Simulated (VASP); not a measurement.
Input for VASP

KPOINTS:
```
Automatic mesh
0
Gamma
14 14 14
0 0 0
```

### INCAR
```
SYSTEM = NbN
PREC = Accurate; ENCUT = 520; LREAL = .False.
LASPH = .True.
EDIFF = 1E-7; NELM = 100; ALGO = Normal
LMAXMIX = 4
ISMEAR = 1; SIGMA = 0.1
GGA = MK; LUSE_VDW = .True.; AGGAC = 0.0
PARAM1 = 0.1234; PARAM2 = 1.0
ISIF = 2
LWAVE = .False.; LCHARG = .False.
```

### POSCAR
```
NbN
1
    0.0000000000     2.2448085748     2.2448085748
    2.2448085748     0.0000000000     2.2448085748
    2.2448085748     2.2448085748     0.0000000000
Nb N
1 1
Direct
  0.0000000000   0.0000000000   0.0000000000
  0.5000000000   0.5000000000   0.5000000000
```

POTCAR, in this order: Nb_sv N (PBE.64 set). Program: vasp_std.

**Question.** Translate this optB86b-vdW calculation to Quantum ESPRESSO's pw.x.

**Answer.** One equivalent input (not run):
```
&CONTROL
  calculation = 'scf'
  pseudo_dir = './pseudo'
  outdir = './out'
  tprnfor = .true.
  tstress = .true.
/
&SYSTEM
  ibrav = 0
  nat = 2
  ntyp = 2
  ecutwfc = 84
  occupations = 'smearing'
  smearing = 'methfessel-paxton'
  degauss = 0.00735
  input_dft = 'vdw-df-ob86'
/
&ELECTRONS
  conv_thr = 7.3e-09
  electron_maxstep = 100
/
ATOMIC_SPECIES
  Nb 92.906 Nb.upf
  N 14.007 N.upf
CELL_PARAMETERS angstrom
     0.0000000    2.2448086    2.2448086
     2.2448086    0.0000000    2.2448086
     2.2448086    2.2448086    0.0000000
ATOMIC_POSITIONS crystal
  Nb   0.0000000  0.0000000  0.0000000
  N    0.5000000  0.5000000  0.5000000
K_POINTS automatic
  14 14 14 0 0 0
```
What does not carry over: the potentials are each code's own (VASP's PAW set, PseudoDojo norm-conserving files in pw.x), so ENCUT and ecutwfc are chosen apart and not converted; conv_thr bounds pw.x's estimated SCF error, while EDIFF bounds the energy change between steps.

The compound is NbN in the rock salt structure, the cubic δ form, which competes with hexagonal ones. This cell is one point of a volume scan, at 1.06 of the reference volume.
